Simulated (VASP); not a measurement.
# Hf2SnS2 (P4/mmm) in VASP: relaxation of cell and atoms with PBE

Aim: the relaxation of cell and atoms of Hf2SnS2 with PBE.

All numbers are computed with VASP 6.6.1; they aren't measurements. Logs are shortened: lines on timing, memory, paths and dates and some standing lists are left out, and cuts for length are marked.

**1. The cell of the first run**

It takes space group P4/mmm (No. 123, tetragonal). Conventional cell: a = 4.523 Å, b = 4.523 Å, c = 6.136 Å, α = 90.00°, β = 90.00°, γ = 90.00°. Hf (site symmetry mmm) is surrounded by 4 S at 2.77 Å. Sn (site symmetry 4/mmm) is surrounded by 8 S at 3.52 Å and 8 Hf at 3.81 Å. S (site symmetry 4mm) has 4 Hf at 2.77 Å and 1 S at 2.95 Å as nearest neighbours.

The cell was built by a generator and needn't be a form met in nature.

**2. Relaxation of cell and atoms, PBE (species swapped into the CeMg2Si2 type (P4/mmm, No. 123))**

Contents of INCAR:

```
SYSTEM = Hf2SnS2
ALGO = Fast
EDIFF = 1E-7
EDIFFG = -0.04
ENCUT = 600
GGA = PE
IBRION = 2
ISIF = 3
ISMEAR = 0
LASPH = .TRUE.
LCHARG = .FALSE.
LREAL = .FALSE.
LWAVE = .FALSE.
NELM = 100
NSW = 90
PREC = Accurate
SIGMA = 0.1
```

Contents of KPOINTS:

```
k-points
0
G
  4 4 4
  0 0 0
```

Contents of POSCAR:

```
Hf2SnS2
1.0
    4.5233738900      0.0000000000      0.0000000000
    0.0000000000      4.5233738900      0.0000000000
    0.0000000000      0.0000000000      6.1358235000
Hf Sn S
2 1 2
Direct
    0.0000000000      0.5000000000      0.5000000000
    0.5000000000      0.0000000000      0.5000000000
    0.0000000000      0.0000000000      0.0000000000
    0.5000000000      0.5000000000      0.2399999900
    0.5000000000      0.5000000000      0.7600000100
```

Potentials or basis: VASP PAW PBE potentials, release 64 (Hf_pv, Sn_d, S).

Run with:

```bash
$ cat potpaw_PBE.64/Hf_pv/POTCAR potpaw_PBE.64/Sn_d/POTCAR potpaw_PBE.64/S/POTCAR > POTCAR
$ mpirun -np 1 vasp_std > vasp.out
```

OUTCAR:

```text
SYSTEM = Hf2SnS2
   EDIFF = 1E-7
   EDIFFG = -0.04
   ENCUT = 600
   GGA = PE
   IBRION = 2
   ISIF = 3
   ISMEAR = 0
   LASPH = .TRUE.
   LREAL = .FALSE.
   NELM = 100
   NSW = 90
   PREC = Accurate

 ion  position               nearest neighbor table
   1  0.000  0.500  0.500-   4 2.77   5 2.77   4 2.77   5 2.77   2 3.20   2 3.20   2 3.20   2 3.20
                             3 3.81   3 3.81   3 3.81   3 3.81
   2  0.500  0.000  0.500-   4 2.77   5 2.77   4 2.77   5 2.77   1 3.20   1 3.20   1 3.20   1 3.20
                             3 3.81   3 3.81   3 3.81   3 3.81
   3  0.000  0.000  0.000-   1 3.81   2 3.81   1 3.81   2 3.81   1 3.81   1 3.81   2 3.81   2 3.81

   4  0.500  0.500  0.240-   1 2.77   2 2.77   2 2.77   1 2.77
   5  0.500  0.500  0.760-   1 2.77   2 2.77   2 2.77   1 2.77

  LATTYP: Found a simple tetragonal cell.
 ALAT       =     4.5233738900
 C/A-ratio  =     1.3564705570

  Lattice vectors:

 A1 = (   4.5233738900,   0.0000000000,   0.0000000000)
 A2 = (   0.0000000000,   4.5233738900,   0.0000000000)
 A3 = (   0.0000000000,   0.0000000000,   6.1358235000)

Analysis of symmetry for initial positions (statically):
=====================================================================
 Subroutine PRICEL returns:
 Original cell was already a primitive cell.

 Routine SETGRP: Setting up the symmetry group for a
 simple tetragonal supercell.

 Subroutine GETGRP returns: Found 16 space group operations
 (whereof 16 operations were pure point group operations)
 out of a pool of 16 trial point group operations.

The static configuration has the point symmetry D_4h.

Analysis of symmetry for dynamics (positions and initial velocities):
=====================================================================
 Subroutine PRICEL returns:
 Original cell was already a primitive cell.

 Routine SETGRP: Setting up the symmetry group for a
 simple tetragonal supercell.

 Subroutine GETGRP returns: Found 16 space group operations
 (whereof 16 operations were pure point group operations)
 out of a pool of 16 trial point group operations.

The dynamic configuration has the point symmetry D_4h.

 Subroutine INISYM returns: Found 16 space group operations
 (whereof 16 operations are pure point group operations),
 and found     1 'primitive' translations

----------------------------------------------------------------------------------------

                                     Primitive cell

  volume of cell :     125.5445

  direct lattice vectors                    reciprocal lattice vectors
     4.523373890  0.000000000  0.000000000     0.221073921  0.000000000  0.000000000
     0.000000000  4.523373890  0.000000000     0.000000000  0.221073921  0.000000000
     0.000000000  0.000000000  6.135823500     0.000000000  0.000000000  0.162977309

  length of vectors
     4.523373890  4.523373890  6.135823500     0.221073921  0.221073921  0.162977309

  position of ions in fractional coordinates (direct lattice)
     0.000000000  0.500000000  0.500000000
     0.500000000  0.000000000  0.500000000
     0.000000000  0.000000000  0.000000000
     0.500000000  0.500000000  0.239999990
     0.500000000  0.500000000  0.760000010

  ion indices of the primitive-cell ions
   primitive index   ion index
                 1           1
                 2           2
                 3           3
                 4           4
                 5           5

----------------------------------------------------------------------------------------

 KPOINTS: k-points

Automatic generation of k-mesh.
 Grid dimensions read from file:
 generate k-points for:    4    4    4

 Generating k-lattice:

  Cartesian coordinates                     Fractional coordinates (reciprocal lattice)
     0.055268480  0.000000000  0.000000000     0.250000000  0.000000000  0.000000000
     0.000000000  0.055268480  0.000000000     0.000000000  0.250000000  0.000000000
     0.000000000  0.000000000  0.040744327     0.000000000  0.000000000  0.250000000

  Length of vectors
     0.055268480  0.055268480  0.040744327

  Shift w.r.t. Gamma in fractional coordinates (k-lattice)
     0.000000000  0.000000000  0.000000000

 Subroutine IBZKPT returns following result:
 ===========================================

 Found     18 irreducible k-points:

 Following reciprocal coordinates:
            Coordinates               Weight
  0.000000  0.000000  0.000000      1.000000
  0.250000  0.000000  0.000000      4.000000
  0.500000  0.000000  0.000000      2.000000
  0.250000  0.250000  0.000000      4.000000
  0.500000  0.250000  0.000000      4.000000
  0.500000  0.500000  0.000000      1.000000
[... 10 lines left out ...]
  0.500000  0.250000  0.500000      4.000000
  0.500000  0.500000  0.500000      1.000000
   k-points           NKPTS =     18   k-points in BZ     NKDIM =     18   number of bands    NBANDS=     27
   number of dos      NEDOS =    301   number of ions     NIONS =      5
   total plane-waves  NPLWV =  64800
   dimension x,y,z NGX =    36 NGY =   36 NGZ =   50
   dimension x,y,z NGXF=    72 NGYF=   72 NGZF=  100
   ions per type =               2   1   2
   NGX,Y,Z   is equivalent  to a cutoff of  13.23, 13.23, 13.55 a.u.
   NGXF,Y,Z  is equivalent  to a cutoff of  26.46, 26.46, 27.09 a.u.
 SYSTEM =  Hf2SnS2
   PREC   = accura    normal or accurate (medium, high low for compatibility)
   ISTART =      0    job   : 0-new  1-cont  2-samecut
   ICHARG =      2    charge: 1-file 2-atom 10-const
   ISPIN  =      1    spin polarized calculation?
   LNONCOLLINEAR =      F non collinear calculations
   LSORBIT =      F    spin-orbit coupling
   LASPH  =      T    aspherical Exc in radial PAW
   ENCUT  =  600.0 eV  44.10 Ry    6.64 a.u.   9.03  9.03 12.25*2*pi/ulx,y,z
   NELM   =    100;   NELMIN=  2; NELMDL= -5     # of ELM steps
   EDIFF  = 0.1E-06   stopping-criterion for ELM
   LREAL  =      F    real-space projection
   EDIFFG = -.4E-01   stopping-criterion for IOM
   NSW    =     90    number of steps for IOM
   IBRION =      2    ionic relax: 0-MD 1-quasi-New 2-CG
   NFREE  =      1    steps in history (QN), initial steepest desc. (CG)
   ISIF   =      3    stress and relaxation
   ISYM   =      2    0-nonsym 1-usesym 2-fastsym
   POTIM  = 0.5000    time-step for ionic-motion
   TEBEG  =    0.0;   TEEND  =   0.0 temperature during run
   PSTRESS=    0.0 pullay stress
   NELECT =      46.0000    total number of electrons
   NUPDOWN=      -1.0000    fix difference up-down
   EMIN   =  10.00;   EMAX   =-10.00  energy-range for DOS
   EFERMI =   0.00;   METHOD = LEGACY
   ISMEAR =     0;   SIGMA  =   0.10  broadening in eV -4-tet -1-fermi 0-gaus
   EFERMI_NEDOS =   21; number of points for ismear=-14 and -15
   IALGO  =     68    algorithm
   IMIX   =      4    mixing-type and parameters
     AMIX     =   0.40;   BMIX     =  1.00
     AMIX_MAG =   1.60;   BMIX_MAG =  1.00
  volume/ion in A,a.u.               =      25.11       169.44
  Fermi-wavevector in a.u.,A,eV,Ry     =   1.171462  2.213742 18.671587  1.372323
  Thomas-Fermi vector in A             =   2.307905
   LORBIT       =      0    0 simple, 1 ext, 2 COOP (PROOUT), +10 PAW based schemes
   GGA     = PE    functional components
   LHFCALC =     F    Hartree Fock is set to
   AEXX    =    0.0000 exact exchange contribution
   IVDW    =     0    specifies the selected vdW correction
   LEPSILON=     F    determine dielectric tensor
   LRPA    =     F    only Hartree local field effects (RPA)
 conjugate gradient relaxation of ions
 non-spin polarized calculation
 RMM-DIIS sequential band-by-band and
 Gauss-broadening in eV      SIGMA  =   0.10
  energy-cutoff  :      600.00
  volume of cell :      125.54
 maximum number of plane-waves:      4224
   NGX = 19   NGY = 19   NGZ = 25

--------------------------------------- Ionic step        1  -------------------------------------------

 number of electron      45.9999999 magnetization

 Free energy of the ion-electron system (eV)
  ---------------------------------------------------
  ext. energy  EPLUGINS =         0.00000000
  ---------------------------------------------------
  free energy    TOTEN  =       -33.60962392 eV

  energy without entropy =      -33.59028885  energy(sigma->0) =      -33.59995638

 E-fermi :   5.1295     XC(G=0):  -9.9515

 val. band max:        5.1282751386   @ k =   0.2500   0.2500   0.0000
 cond. band min:       5.1407179477   @ k =   0.2500   0.2500   0.0000
 fundamental gap:      0.0124428091
 Fermi energy:         5.1295042722

 k-point     1 :       0.0000    0.0000    0.0000
  band No.  band energies     occupation
      1     -26.6112      2.00000
      2     -26.5253      2.00000
      3     -26.4709      2.00000
      4     -26.4709      2.00000
      5     -26.1340      2.00000
      6     -26.1340      2.00000
[... 639 lines left out ...]
  FREE ENERGIE OF THE ION-ELECTRON SYSTEM (eV)
  ---------------------------------------------------
  free  energy   TOTEN  =       -34.3125903241 eV

  energy  without entropy=      -34.2937724792  energy(sigma->0) =      -34.30318140

[... ionic steps 4 to 7 ...]

--------------------------------------- Ionic step        8  -------------------------------------------

 number of electron      45.9999995 magnetization

------------------------ aborting loop because EDIFF is reached ----------------------------------------

  FORCE on cell =-STRESS in cart. coord.  units (eV):
  Direction    XX          YY          ZZ          XY          YZ          ZX
  --------------------------------------------------------------------------------------
  -------------------------------------------------------------------------------------
  Total       -0.1445834     -0.1445834      0.0093119      0.0000000      0.0000000      0.0000000
  in kB       -2.0910227     -2.0910227      0.1346727      0.0000000      0.0000000      0.0000000
  external PRESSURE =      -1.3491242 kB  Pullay stress =       0.0000000 kB
[... 63 lines left out ...]
  energy  without entropy=      -34.3274425990  energy(sigma->0) =      -34.34119341

--------------------------------------- Ionic step       10  -------------------------------------------

 number of electron      45.9999999 magnetization

 Free energy of the ion-electron system (eV)
  ---------------------------------------------------
  ext. energy  EPLUGINS =         0.00000000
  ---------------------------------------------------
  free energy    TOTEN  =       -34.35640219 eV

  energy without entropy =      -34.32826493  energy(sigma->0) =      -34.34233356

 E-fermi :   6.3221     XC(G=0): -10.4729

 val. band max:        6.3027177273   @ k =   0.0000   0.0000   0.5000
 cond. band min:       6.3656190063   @ k =   0.2500   0.0000   0.2500
 fundamental gap:      0.0629012790
 Fermi energy:         6.3220783875

 k-point     1 :       0.0000    0.0000    0.0000
  band No.  band energies     occupation
      1     -25.0598      2.00000
      2     -25.0436      2.00000
      3     -25.0436      2.00000
      4     -24.8676      2.00000
      5     -24.3679      2.00000
      6     -24.3679      2.00000
[... 561 lines left out ...]
  FREE ENERGIE OF THE ION-ELECTRON SYSTEM (eV)
  ---------------------------------------------------
  free  energy   TOTEN  =       -34.3564021878 eV

  energy  without entropy=      -34.3282649272  energy(sigma->0) =      -34.34233356

 reached required accuracy - stopping structural energy minimisation
```

Run time: 7 min. Hardware: 1 thread of AMD EPYC 9R45 (Zen 5), shared host; peak memory 0.27 GiB.

What came out:

```
Free energy                            : -34.3564 eV
Relaxed volume                         : 22.21 Å³/atom
Relaxed cell                           : a = 4.219 Å, b = 4.219 Å, c = 6.240 Å, α = 90.00°, β = 90.00°, γ = 90.00°
Space group after relaxing (to 0.05 Å) : P4/mmm (No. 123)
Energy gained by relaxing              : 149.4 meV/atom
Ionic steps                            : 10
Pressure after relaxing                : 0.0 GPa
Largest force after relaxing           : 0.014 eV/Å
Band gap on the k mesh                 : none (metal or under the smearing width)
```

Forces in eV/Å, atoms in the order of the input:
```
Hf   0.000  0.000  0.000
Hf   0.000  0.000  0.000
Sn   0.000  0.000  0.000
S    0.000  0.000  0.014
S    0.000  0.000 -0.014
```

Stress tensor (GPa, compression positive):
```
-0.14  0.00  0.00
 0.00 -0.14  0.00
 0.00  0.00  0.17
```

The path:
```tsv
step	energy change (eV)	largest force (eV/Å)	pressure (GPa)	volume (Å³)
1	0.0000	1.1239	-9.72	125.54
2	-0.3716	1.2312	11.47	99.71
3	-0.7030	0.0885	0.55	109.08
4	-0.7029	0.1198	0.85	108.77
5	-0.7369	0.0360	0.51	109.47
6	-0.7425	0.1298	0.37	109.88
7	-0.7426	0.1416	0.36	109.93
8	-0.7451	0.1223	-0.13	110.78
9	-0.7453	0.1145	-0.31	111.11
10	-0.7468	0.0138	-0.04	111.07
```

Final structure:
```
Hf Sn S
1.0
     4.21893    0.00000    0.00000
     0.00000    4.21893    0.00000
     0.00000    0.00000    6.24015
Hf Sn S
2 1 2
Direct
  0.00000 0.50000 0.50000
  0.50000 0.00000 0.50000
  0.00000 0.00000 0.00000
  0.50000 0.50000 0.24755
  0.50000 0.50000 0.75245
```

The run has no spin-orbit coupling, so splittings on Hf are missing.
